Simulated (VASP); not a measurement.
Output of a VASP run:

### OUTCAR
```
 ion  position               nearest neighbor table
   1  0.000  0.000  0.000-   4 2.03   4 2.03   4 2.03   3 2.03   3 2.03   3 2.03   2 2.87   2 2.87
                             2 2.87   2 2.87   2 2.87   2 2.87
   2  0.500  0.500  0.500-   3 2.03   3 2.03   3 2.03   4 2.03   4 2.03   4 2.03   1 2.87   1 2.87
                             1 2.87   1 2.87   1 2.87   1 2.87
   3  0.250  0.250  0.250-   1 2.03   1 2.03   1 2.03   2 2.03   2 2.03   2 2.03
   4  0.750  0.750  0.750-   2 2.03   2 2.03   2 2.03   1 2.03   1 2.03   1 2.03
  LATTYP: Found a trigonal (rhomboedric) cell.
 ALAT       =     4.9703349434
 COS(alpha) =     0.8324134521
 Subroutine PRICEL returns following result:
  LATTYP: Found a trigonal (rhomboedric) cell.
 ALAT       =     2.8716033201
 COS(alpha) =     0.4979331192
 Subroutine GETGRP returns: Found 12 space group operations
The static configuration has the point symmetry D_3d.
The dynamic configuration has the point symmetry D_3d.
The overall configuration has the point symmetry D_3d.
 Subroutine INISYM returns: Found 12 space group operations
 Subroutine IBZKPT returns following result:
 Found     65 irreducible k-points:

 Following reciprocal coordinates:
            Coordinates               Weight
  0.000000  0.000000  0.000000      1.000000
  0.125000 -0.000000 -0.000000      6.000000
  0.250000 -0.000000 -0.000000      6.000000
  0.375000 -0.000000  0.000000      6.000000
  0.500000 -0.000000 -0.000000      3.000000
  0.125000  0.125000  0.000000      6.000000
  0.250000  0.125000  0.000000     12.000000
  0.375000  0.125000  0.000000     12.000000
  0.500000  0.125000  0.000000     12.000000
 -0.375000  0.125000 -0.000000     12.000000
 -0.250000  0.125000 -0.000000     12.000000
 -0.125000  0.125000  0.000000      6.000000
  0.250000  0.250000  0.000000      6.000000
  0.375000  0.250000  0.000000     12.000000
  0.500000  0.250000  0.000000     12.000000
 -0.375000  0.250000  0.000000     12.000000
 -0.250000  0.250000  0.000000      6.000000
  0.375000  0.375000  0.000000      6.000000
  0.500000  0.375000  0.000000     12.000000
 -0.375000  0.375000  0.000000      6.000000
  0.500000  0.500000  0.000000      3.000000
  0.125000  0.125000  0.125000      2.000000
  0.250000  0.125000  0.125000      6.000000
  0.375000  0.125000  0.125000      6.000000
  0.500000  0.125000  0.125000      6.000000
 -0.375000  0.125000  0.125000      6.000000
 -0.250000  0.125000  0.125000      6.000000
 -0.125000  0.125000  0.125000      6.000000
  0.250000  0.250000  0.125000      6.000000
  0.375000  0.250000  0.125000     12.000000
  0.500000  0.250000  0.125000     12.000000
 -0.375000  0.250000  0.125000     12.000000
 -0.250000  0.250000  0.125000     12.000000
 -0.125000  0.250000  0.125000     12.000000
  0.375000  0.375000  0.125000      6.000000
  0.500000  0.375000  0.125000     12.000000
 -0.375000  0.375000  0.125000     12.000000
 -0.250000  0.375000  0.125000     12.000000
 -0.125000  0.375000  0.125000     12.000000
  0.500000  0.500000  0.125000      6.000000
   k-points           NKPTS =     65   k-points in BZ     NKDIM =     65   number of bands    NBANDS=     20
   number of dos      NEDOS =    301   number of ions     NIONS =      4
   total plane-waves  NPLWV =  64000
   dimension x,y,z NGX =    40 NGY =   40 NGZ =   40
   dimension x,y,z NGXF=    80 NGYF=   80 NGZF=   80
   ions per type =               2   2
   PREC   = accura    normal or accurate (medium, high low for compatibility)
   ISTART =      0    job   : 0-new  1-cont  2-samecut
   ICHARG =      2    charge: 1-file 2-atom 10-const
   ISPIN  =      2    spin polarized calculation?
   LNONCOLLINEAR =      F non collinear calculations
   LSORBIT =      F    spin-orbit coupling
   INIWAV =      1    electr: 0-lowe 1-rand  2-diag
   ENCUT  =  600.0 eV  44.10 Ry    6.64 a.u.   9.93  9.93  9.93*2*pi/ulx,y,z
   NELM   =    100;   NELMIN=  2; NELMDL= -5     # of ELM steps
   EDIFF  = 0.1E-06   stopping-criterion for ELM
...
```

**OSZICAR**
```
       N       E                     dE             d eps       ncg     rms          rms(c)
DAV:   1     0.270631351422E+03    0.27063E+03   -0.17615E+04  5360   0.239E+03
DAV:   2     0.399526978052E+01   -0.26664E+03   -0.24965E+03  5352   0.435E+02
DAV:   3    -0.263239812279E+02   -0.30319E+02   -0.28789E+02  5968   0.165E+02
DAV:   4    -0.272575744184E+02   -0.93359E+00   -0.92812E+00  5816   0.305E+01
DAV:   5    -0.272836189691E+02   -0.26045E-01   -0.26034E-01  6296   0.482E+00    0.223E+01
DAV:   6    -0.242425518422E+02    0.30411E+01   -0.39004E+01  7860   0.108E+02    0.211E+01
DAV:   7    -0.231941882071E+02    0.10484E+01   -0.64788E+00  6728   0.736E+01    0.105E+01
DAV:   8    -0.233427940446E+02   -0.14861E+00   -0.16701E+00  5928   0.115E+01    0.675E+00
DAV:   9    -0.232701949700E+02    0.72599E-01   -0.12642E-01  8272   0.102E+01    0.128E+00
DAV:  10    -0.232828947438E+02   -0.12700E-01   -0.58457E-02  7420   0.326E+00    0.566E-01
DAV:  11    -0.232832940035E+02   -0.39926E-03   -0.59170E-03  7476   0.240E+00    0.121E-01
DAV:  12    -0.232835054242E+02   -0.21142E-03   -0.17852E-03  5900   0.403E-01    0.752E-02
DAV:  13    -0.232834822330E+02    0.23191E-04   -0.19596E-04  8360   0.185E-01    0.280E-02
DAV:  14    -0.232834830269E+02   -0.79386E-06   -0.29358E-05  6544   0.121E-01    0.251E-02
DAV:  15    -0.232834827884E+02    0.23849E-06   -0.92850E-06  6992   0.526E-02    0.474E-03
DAV:  16    -0.232834828884E+02   -0.10002E-06   -0.11737E-06  7604   0.159E-02    0.145E-03
DAV:  17    -0.232834828648E+02    0.23574E-07   -0.57487E-08  2856   0.365E-03
   1 F= -.23283483E+02 E0= -.23283483E+02  d E =-.138461E-19  mag=     0.0000
```

**OUTCAR**
```
------------------------ aborting loop because EDIFF is reached ----------------------------------------
  FORCE on cell =-STRESS in cart. coord.  units (eV):
  Direction    XX          YY          ZZ          XY          YZ          ZX
  --------------------------------------------------------------------------------------
  Total        4.5638140      4.5638140      4.5638140     -0.0536708     -0.0536708     -0.0536708
  in kB      217.6746669    217.6746669    217.6746669     -2.5598730     -2.5598730     -2.5598730
  external PRESSURE =     217.6746669 kB  Pullay stress =       0.0000000 kB
  volume of cell :       33.59
      direct lattice vectors                 reciprocal lattice vectors
     4.061056028  2.026333312  2.026333312     0.368727635 -0.122739823 -0.122739823
     2.026333312  4.061056028  2.026333312    -0.122739823  0.368727635 -0.122739823
     2.026333312  2.026333312  4.061056028    -0.122739823 -0.122739823  0.368727635
 POSITION                                       TOTAL-FORCE (eV/Angst)
 -----------------------------------------------------------------------------------
      0.00000      0.00000      0.00000         0.000000     -0.000000     -0.000000
      4.05686      4.05686      4.05686        -0.000000     -0.000000     -0.000000
      2.02843      2.02843      2.02843         0.000000      0.000000      0.000000
      6.08529      6.08529      6.08529         0.000000     -0.000000     -0.000000
 -----------------------------------------------------------------------------------
    total drift:                                0.000000     -0.000000     -0.000000
  FREE ENERGIE OF THE ION-ELECTRON SYSTEM (eV)
  ---------------------------------------------------
  free  energy   TOTEN  =       -23.2834828648 eV

  energy  without entropy=      -23.2834828648  energy(sigma->0) =      -23.28348286

 total charge

# of ion       s       p       d       tot
------------------------------------------
    1        0.358   0.470   8.330   9.159
    2        0.358   0.470   8.330   9.159
    3        1.559   3.457   0.000   5.017
    4        1.559   3.457   0.000   5.017
--------------------------------------------------
tot          3.835   7.855  16.661  28.351

 magnetization (x)

# of ion       s       p       d       tot
------------------------------------------
    1       -0.011  -0.016   1.320   1.293
    2        0.011   0.016  -1.320  -1.293
    3        0.000   0.000   0.000   0.000
    4        0.000   0.000   0.000   0.000
--------------------------------------------------
tot          0.000   0.000   0.000   0.000
```
(Selected blocks of OUTCAR.)

### POSCAR
```
NiO
1
    4.0610560283     2.0263333122     2.0263333122
    2.0263333122     4.0610560283     2.0263333122
    2.0263333122     2.0263333122     4.0610560283
Ni O
2 2
Direct
  0.0000000000   0.0000000000   0.0000000000
  0.5000000000   0.5000000000   0.5000000000
  0.2500000000   0.2500000000   0.2500000000
  0.7500000000   0.7500000000   0.7500000000
```

Write an INCAR and KPOINTS that could have produced this output.

One answer among several that fit: the input of the run itself, PBE GGA, plane waves, VASP's PBE PAW potentials (set 64).

File KPOINTS:
```
kpoints
0
gamma
  8 8 8
0 0 0
```

### INCAR
```
! general
SYSTEM  = NiO
PREC    = Accurate
ENCUT   = 600
LREAL   = .False.
LASPH   = .True.

! electronic loop
EDIFF   = 1E-7
NELM    = 100
ALGO    = Normal
LMAXMIX = 4

! smearing
ISMEAR  = 0
SIGMA   = 0.05

! functional
GGA     = PE

! spin
ISPIN   = 2
MAGMOM  = 1.4 -1.4 2*0.0

! ions
ISIF    = 2

! output
LWAVE   = .False.
LCHARG  = .False.
LORBIT  = 10
```

POTCAR, in this order: Ni O (PBE.64 set). Program: vasp_std.

The compound is NiO in the rock salt, AFM-II order structure. This cell was strained or had an atom moved on purpose.
